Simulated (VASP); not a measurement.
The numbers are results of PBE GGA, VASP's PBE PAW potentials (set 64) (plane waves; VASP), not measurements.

VASP ran on this input.

**KPOINTS**
```
Automatic mesh
0
Gamma
1 1 1
0 0 0
```

### INCAR
```
# general
SYSTEM   =  AlGa35N36
PREC     =  Normal
ENCUT    =  400   # plane-wave cut-off (eV)
LREAL    =  Auto
LASPH    =  .True.   # aspherical one-centre terms
ISYM     =  0
NELECT   =  290.0

# electronic loop
EDIFF    =  1E-5
NELM     =  100   # most electronic steps
NELMIN   =  4
ALGO     =  Fast   # Davidson, then RMM-DIIS
LMAXMIX  =  4   # l cut-off of mixed one-centre charges

# smearing
ISMEAR   =  0
SIGMA    =  0.05

# functional
GGA      =  PE   # PBE

# ions
IBRION   =  2   # conjugate gradients
NSW      =  60   # most ionic steps
ISIF     =  2
EDIFFG   =  -0.03

# output
LWAVE    =  .False.
LCHARG   =  .False.
```

POSCAR:
```
AlGa35N36
1.0
  4.8683178927  -8.4321738171   0.0000000000
  4.8683178927   8.4321738171   0.0000000000
  0.0000000000   0.0000000000  10.5562839806
Ga N Al
35 36 1
Cartesian
  1.6227710081  -0.9369072650   2.6390709951
  1.6227710081   0.9369072650   0.0000000000
  1.6227710081  -0.9369072650   7.9172129854
  1.6004887171   0.9578274882   5.2702670025
  3.2014691344   1.8993724488   2.5947029336
  3.2455468846   3.7476374921   0.0000000000
  3.2602345997   1.8338797548   7.9022863999
  3.2339164731   3.7420975539   5.3266586715
  4.8683178927   4.6845447571   2.6390709951
  4.8683178927   6.5583592871   0.0000000000
  4.8683178927   4.6845447571   7.9172129854
  4.8683178927   6.5583592871   5.2781419903
  3.2455468846  -3.7476374921   2.6390709951
  3.2455420163  -1.8738145300   0.0000000000
  3.2455468846  -3.7476374921   7.9172129854
  3.2358443270  -1.9192808112   5.2536936366
  4.8932826269  -0.9266621738   2.6806944229
  4.8683178927   0.9369156972   0.0000000000
  4.8189190710  -0.9258105242   7.9540121914
  6.5344510083   1.8690081909   2.6280713472
  6.4910889008   3.7476374921   0.0000000000
  6.4429509735   1.8943468732   7.9468550309
  6.4787087684   3.7219277942   5.2540208814
  4.8683178927  -6.5583592871   2.6390709951
  4.8683178927  -4.6845447571   0.0000000000
  4.8683178927  -6.5583592871   7.9172129854
  4.8683178927  -4.6845447571   5.2781419903
  6.4910889008  -3.7476374921   2.6390709951
  6.4910937691  -1.8738145300   0.0000000000
  6.4910889008  -3.7476374921   7.9172129854
  6.4693956763  -1.8785281151   5.2507906585
  8.1138647773  -0.9369072650   2.6390709951
  8.1138647773   0.9369072650   0.0000000000
  8.1138647773  -0.9369072650   7.9172129854
  8.1188255932   0.9537969091   5.2790603870
  1.6227710081  -0.9369072650   4.6289305255
  1.6227710081   0.9369072650   1.9898595303
  1.6227710081  -0.9369072650   9.9070725158
  1.6227710081   0.9369072650   7.2680015206
  3.2502983628   1.8680384909   4.5817439361
  3.2455468846   3.7476374921   1.9898595303
  3.2455420163   1.8738145300   9.9070725158
  3.2455468846   3.7476374921   7.2680015206
  4.8683178927   4.6845447571   4.6289305255
  4.8683178927   6.5583592871   1.9898595303
  4.8683178927   4.6845447571   9.9070725158
  4.8683178927   6.5583592871   7.2680015206
  3.2455468846  -3.7476374921   4.6289305255
  3.2455420163  -1.8738145300   1.9898595303
  3.2455468846  -3.7476374921   9.9070725158
  3.2455420163  -1.8738145300   7.2680015206
  4.8492389549  -0.9093340566   4.5998057380
  4.8683178927   0.9369156972   1.9898595303
  4.8683178927  -0.9369156972   9.9070725158
  4.8923284365   0.9345715528   7.2884173739
  6.4641281563   1.8310381122   4.6356232095
  6.4910889008   3.7476374921   1.9898595303
  6.4910937691   1.8738145300   9.9070725158
  6.4910889008   3.7476374921   7.2680015206
  4.8683178927  -6.5583592871   4.6289305255
  4.8683178927  -4.6845447571   1.9898595303
  4.8683178927  -6.5583592871   9.9070725158
  4.8683178927  -4.6845447571   7.2680015206
  6.4910889008  -3.7476374921   4.6289305255
  6.4910937691  -1.8738145300   1.9898595303
  6.4910889008  -3.7476374921   9.9070725158
  6.4910937691  -1.8738145300   7.2680015206
  8.1138647773  -0.9369072650   4.6289305255
  8.1138647773   0.9369072650   1.9898595303
  8.1138647773  -0.9369072650   9.9070725158
  8.1138647773   0.9369072650   7.2680015206
  4.8438107804   0.9742364985   5.2706681412
```

POTCAR, in this order: Ga N Al (PBE.64 set). Program: vasp_gam.

**Question.** What will the output report for the number of irreducible k-points (NKPTS), largest plane-wave count, FFT grid (NGX, NGY, NGZ)?

**Answer.** 
```json
{
 "number of irreducible k-points (NKPTS)": "1",
 "largest_plane_wave_count": "7908",
 "FFT grid (NGX, NGY, NGZ)": "48 × 48 × 54"
}
```

The cell is a supercell with a defect, built from GaN (wurtzite): Al_Ga, charge -2. The run is not spin-polarised, so no state with unpaired spins was tried.
